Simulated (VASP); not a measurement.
Here is the system:

```
CELL_PARAMETERS angstrom
      0.00000     3.47522     3.47522
      3.47522     0.00000     3.47522
      3.47522     3.47522     0.00000
ATOMIC_POSITIONS crystal
  Mn 0.00000 0.00000 0.00000
  Ag 0.50000 0.50000 0.50000
  Ag 0.25000 0.25000 0.25000
  Ag 0.75000 0.75000 0.75000
```
Starting moments (μB, in the order of the record's atoms Mn Ag Ag Ag): 4.0 0.0 0.0 0.0.

Level of theory: PBE GGA, VASP's PBE PAW potentials (set 64) (plane waves; VASP 6.6.1). Settings: 300 eV cut-off, 5×5×5 Γ-centred mesh, Fermi-Dirac smearing of 0.10 eV, potentials Mn_pv Ag.

The moments were started parallel, and other spin orders were not tried in this run.

Question: Give the spin-up energies of bands 15 to 28 at the high-symmetry points, in eV from the Fermi level.

Answer: 
```
band      Γ      X      U      L      W
----  -----  -----  -----  -----  -----
15    -3.92  -3.59  -3.70  -4.08  -3.66
16    -3.48  -3.56  -3.58  -3.52  -3.53
17    -3.48  -3.56  -3.50  -3.52  -3.53
18    -3.45  -3.50  -3.29  -3.31  -3.15
19    -3.45  -3.18  -3.17  -3.31  -3.13
20    -2.72  -2.94  -2.91  -2.92  -3.08
21    -2.72  -2.79  -2.85  -2.92  -2.72
22    -2.64  -2.49  -2.70  -2.72  -2.72
23    -2.64  -2.49  -2.51  -2.72  -2.61
24    -2.64  -2.11  -2.08  -2.58  -1.45
25     4.09  -1.92  -1.66  -2.27  -1.40
26     4.36  -0.09  -1.60   3.69  -1.40
27     4.81  -0.09   0.76   3.69  -1.32
28     4.81   2.60   2.77   3.83   5.67
```

Question: Give the spin-down energies of bands 15 to 28 at the high-symmetry points, in eV from the Fermi level.

Answer: 
```
band      Γ      X      U      L      W
----  -----  -----  -----  -----  -----
15    -3.55  -3.58  -3.63  -3.52  -3.65
16    -3.47  -3.49  -3.54  -3.52  -3.43
17    -3.47  -3.27  -3.26  -3.44  -3.43
18    -3.44  -3.27  -3.25  -3.30  -3.12
19    -3.44  -2.39  -2.12  -3.30  -1.84
20     0.51  -2.04  -1.91  -2.52  -1.52
21     0.51  -0.01  -1.76   0.42  -1.52
22     0.51   0.11   0.34   0.42  -1.25
23     1.17   0.11   0.56   0.94   0.96
24     1.17   1.02   0.98   1.04   0.96
25     4.30   1.02   1.07   1.04   1.01
26     5.03   1.07   1.35   4.17   1.14
27     5.39   1.32   1.62   4.17   1.47
28     5.39   3.49   3.64   4.20   6.15
```

It has no gap at this level: it comes out as a metal or semimetal.

The structure was generated: MnAg3 was put into an ordered model structure, which need not be its known phase. The cell was not relaxed at this level. The k-mesh is coarse (spacing up to 0.31 per Å, 2π included), so the numbers may not be converged in it.
